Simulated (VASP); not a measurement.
Computed with PBEsol GGA, VASP's PBE PAW potentials (set 64) (plane waves; VASP).

A VASP calculation is set up with these files.

INCAR:
```
SYSTEM = RuAl
PREC = Accurate; ENCUT = 500; LREAL = .FALSE.
LASPH = .TRUE.
EDIFF = 1E-6; NELM = 100; ALGO = Normal
LMAXMIX = 4
ISMEAR = 1; SIGMA = 0.1
GGA = PS
IBRION = 2; NSW = 40; ISIF = 3
EDIFFG = -0.02; PSTRESS = 50
LWAVE = .FALSE.; LCHARG = .FALSE.
```

POSCAR:
```
RuAl
1.0
  2.9749525989   0.0000000000   0.0000000000
  0.0000000000   2.9749525989   0.0000000000
  0.0000000000   0.0000000000   2.9749525989
Al Ru
1 1
Direct
  0.5000000000   0.5000000000   0.5000000000
  0.0000000000   0.0000000000   0.0000000000
```

File KPOINTS:
```
Automatic mesh
0
Gamma
12 12 12
0 0 0
```

POTCAR, in this order: Al Ru_pv (PBE.64 set). Program: vasp_std.

Energy and stress use the plane-wave basis of the starting cell.

Predict the energy per atom (σ→0), volume per atom, band gap (on the k-mesh).

The energy per atom (σ→0) is -7.759 eV/atom and the band gap (on the k-mesh) comes out as none (metal, semimetal or under 0.01 eV). The volume per atom comes out as 12.90 Å³/atom.

File OSZICAR:
```
...
DAV:   1    -0.159990159564E+02   -0.53707E+00   -0.71753E+00  2076   0.388E+01    0.590E+00
DAV:   2    -0.155714297698E+02    0.42759E+00   -0.29530E+00  2140   0.206E+01    0.213E+00
DAV:   3    -0.155183261534E+02    0.53104E-01   -0.16654E-01  2132   0.480E+00    0.438E-01
DAV:   4    -0.155179563017E+02    0.36985E-03   -0.12322E-02  2116   0.765E-01    0.132E-01
DAV:   5    -0.155181129550E+02   -0.15665E-03   -0.82801E-04  2436   0.344E-01    0.841E-02
DAV:   6    -0.155181690666E+02   -0.56112E-04   -0.84556E-05  2332   0.974E-02    0.145E-02
DAV:   7    -0.155181696574E+02   -0.59076E-06   -0.84001E-06  2412   0.302E-02
   3 F= -.14713131E+02 E0= -.14712994E+02  d E =-.822096E-02
```

The compound is RuAl in the CsCl type structure. This run relaxes it under an external pressure of 5 GPa. Symmetry was kept, so distortions that lower it aren't found. The electron count is odd and the run is not spin-polarised, which forces a metal.
